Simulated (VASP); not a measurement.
All values below come from PBE GGA, VASP's PBE PAW potentials (set 64) (plane waves; VASP).

The input files of a VASP run:

KPOINTS:
```
Automatic
0
gamma
  11 11 11
0 0 0
```

POSCAR:
```
CoAl
1
    2.8600000000     0.0000000000     0.0000000000
    0.0000000000     2.8600000000     0.0000000000
    0.0000000000     0.0000000000     2.8600000000
Al Co
1 1
Direct
  0.5000000000   0.5000000000   0.5000000000
  0.0000000000   0.0000000000   0.0000000000
```

INCAR:
```
# general
SYSTEM  = CoAl
PREC    = Accurate
ENCUT   = 400
LREAL   = Auto
LASPH   = T

# electronic loop
EDIFF   = 1E-6
NELM    = 100
ALGO    = Normal
LMAXMIX = 4

# smearing
ISMEAR  = 1
SIGMA   = 0.1

# functional
GGA     = PE

# ions
ISIF    = 2

# output
LWAVE   = F
LCHARG  = F
```

POTCAR, in this order: Al Co (PBE.64 set). Program: vasp_std.

Output

### OUTCAR
```
 ion  position               nearest neighbor table
   1  0.500  0.500  0.500-   2 2.48   2 2.48   2 2.48   2 2.48   2 2.48   2 2.48   2 2.48   2 2.48
  LATTYP: Found a simple cubic cell.
 ALAT       =     2.8600000000
 Subroutine PRICEL returns:
 Original cell was already a primitive cell.
 Subroutine GETGRP returns: Found 48 space group operations
The static configuration has the point symmetry O_h .
The dynamic configuration has the point symmetry O_h .
 Subroutine INISYM returns: Found 48 space group operations
 Subroutine IBZKPT returns following result:
 Found     56 irreducible k-points:

 Following reciprocal coordinates:
            Coordinates               Weight
  0.000000  0.000000  0.000000      1.000000
  0.090909  0.000000  0.000000      6.000000
  0.181818  0.000000  0.000000      6.000000
  0.272727  0.000000  0.000000      6.000000
  0.363636  0.000000  0.000000      6.000000
  0.454545  0.000000  0.000000      6.000000
  0.090909  0.090909  0.000000     12.000000
  0.181818  0.090909  0.000000     24.000000
  0.272727  0.090909  0.000000     24.000000
  0.363636  0.090909  0.000000     24.000000
  0.454545  0.090909  0.000000     24.000000
  0.181818  0.181818  0.000000     12.000000
  0.272727  0.181818  0.000000     24.000000
  0.363636  0.181818  0.000000     24.000000
  0.454545  0.181818  0.000000     24.000000
  0.272727  0.272727  0.000000     12.000000
  0.363636  0.272727  0.000000     24.000000
  0.454545  0.272727  0.000000     24.000000
  0.363636  0.363636  0.000000     12.000000
  0.454545  0.363636  0.000000     24.000000
  0.454545  0.454545  0.000000     12.000000
  0.090909  0.090909  0.090909      8.000000
  0.181818  0.090909  0.090909     24.000000
  0.272727  0.090909  0.090909     24.000000
  0.363636  0.090909  0.090909     24.000000
...
```

File OSZICAR:
```
       N       E                     dE             d eps       ncg     rms          rms(c)
DAV:   1     0.298196607128E+02    0.29820E+02   -0.45832E+03  1152   0.102E+03
DAV:   2    -0.125838530800E+02   -0.42404E+02   -0.39843E+02  1132   0.173E+02
DAV:   3    -0.136375343632E+02   -0.10537E+01   -0.10464E+01  1312   0.358E+01
DAV:   4    -0.136550194688E+02   -0.17485E-01   -0.17479E-01  1386   0.421E+00
DAV:   5    -0.136555143514E+02   -0.49488E-03   -0.49488E-03  1302   0.687E-01    0.125E+01
DAV:   6    -0.165820518406E+02   -0.29265E+01   -0.74551E+01  1272   0.127E+02    0.180E+01
DAV:   7    -0.120036316610E+02    0.45784E+01   -0.33478E+01  1236   0.814E+01    0.183E+00
DAV:   8    -0.119991584226E+02    0.44732E-02   -0.22894E-01  1154   0.403E+00    0.119E+00
DAV:   9    -0.119859662199E+02    0.13192E-01   -0.44137E-02  1354   0.300E+00    0.310E-01
DAV:  10    -0.119854587913E+02    0.50743E-03   -0.16945E-03  1454   0.562E-01    0.132E-01
DAV:  11    -0.119854511583E+02    0.76331E-05   -0.59129E-05  1590   0.937E-02    0.346E-02
DAV:  12    -0.119854421344E+02    0.90239E-05   -0.48858E-05  1320   0.100E-01    0.503E-03
DAV:  13    -0.119854421288E+02    0.55858E-08   -0.46514E-07   616   0.649E-03
   1 F= -.11985442E+02 E0= -.11985255E+02  d E =-.560108E-03
```

File OUTCAR:
```
------------------------ aborting loop because EDIFF is reached ----------------------------------------
  FORCE on cell =-STRESS in cart. coord.  units (eV):
  Direction    XX          YY          ZZ          XY          YZ          ZX
  --------------------------------------------------------------------------------------
  Total       -0.2687749     -0.2687749     -0.2687749      0.0000000     -0.0000000      0.0000000
  in kB      -18.4077724    -18.4077724    -18.4077724      0.0000000     -0.0000000      0.0000000
  external PRESSURE =     -18.4077724 kB  Pullay stress =       0.0000000 kB
  volume of cell :       23.39
      direct lattice vectors                 reciprocal lattice vectors
     2.860000000  0.000000000  0.000000000     0.349650350  0.000000000  0.000000000
     0.000000000  2.860000000  0.000000000     0.000000000  0.349650350  0.000000000
     0.000000000  0.000000000  2.860000000     0.000000000  0.000000000  0.349650350
 POSITION                                       TOTAL-FORCE (eV/Angst)
 -----------------------------------------------------------------------------------
      1.43000      1.43000      1.43000         0.000000      0.000000      0.000000
      0.00000      0.00000      0.00000         0.000000      0.000000      0.000000
 -----------------------------------------------------------------------------------
    total drift:                               -0.000000      0.000000     -0.000000
  FREE ENERGIE OF THE ION-ELECTRON SYSTEM (eV)
  ---------------------------------------------------
  free  energy   TOTEN  =       -11.9854421288 eV

  energy  without entropy=      -11.9848820210  energy(sigma->0) =      -11.98525543
```
(Selected blocks of OUTCAR.)

The compound is CoAl in the CsCl type structure. The cell was not relaxed at this level. The run is one of a series of settings (LREAL = Auto against the base run), some of them coarse on purpose. The run is not spin-polarised, so no magnetic state was tried.
